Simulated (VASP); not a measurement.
OSZICAR of a VASP run on GaN (zinc blende):

OSZICAR:
```
       N       E                     dE             d eps       ncg     rms          rms(c)
DAV:   1     0.957150980418E+02    0.95715E+02   -0.10642E+04  1286   0.267E+03
DAV:   2    -0.553713056681E+01   -0.10125E+03   -0.95105E+02  1373   0.388E+02
DAV:   3    -0.139478462734E+02   -0.84107E+01   -0.83478E+01  1397   0.986E+01
DAV:   4    -0.141086789933E+02   -0.16083E+00   -0.16070E+00  1450   0.143E+01
DAV:   5    -0.141112284554E+02   -0.25495E-02   -0.25493E-02  1367   0.158E+00    0.761E+00
DAV:   6    -0.121535855887E+02    0.19576E+01   -0.60384E+00  1888   0.483E+01    0.266E+00
DAV:   7    -0.121635378433E+02   -0.99523E-02   -0.35196E-01  1227   0.835E+00    0.175E+00
DAV:   8    -0.121603575679E+02    0.31803E-02   -0.76781E-02  1393   0.451E+00    0.829E-01
DAV:   9    -0.121547384134E+02    0.56192E-02   -0.22597E-02  1858   0.375E+00    0.203E-01
DAV:  10    -0.121551022611E+02   -0.36385E-03   -0.17593E-03  1370   0.678E-01    0.822E-02
DAV:  11    -0.121550309666E+02    0.71294E-04   -0.30683E-04  1813   0.340E-01    0.116E-02
DAV:  12    -0.121550368256E+02   -0.58590E-05   -0.29624E-05  1345   0.749E-02    0.803E-03
DAV:  13    -0.121550366341E+02    0.19151E-06   -0.16459E-06  1427   0.127E-02    0.233E-03
DAV:  14    -0.121550365748E+02    0.59296E-07   -0.13647E-07   955   0.369E-03
   1 F= -.12155037E+02 E0= -.12155037E+02  d E =-.309869E-17
```

Problem. Which electronic solver shows in the log?

Solution. It is blocked Davidson (ALGO = Normal, or the opening steps of other solvers). The INCAR had ALGO = Normal.

Problem. Can the final energy be trusted as converged?

Solution. Self-consistency was reached. It stopped with EDIFF = 1E-7, NELM = 100 (PBE GGA, plane waves, VASP's PBE PAW potentials (set 64)).

The compound is GaN in the zinc blende structure, a metastable form; wurtzite is the usual one. It was relaxed first.
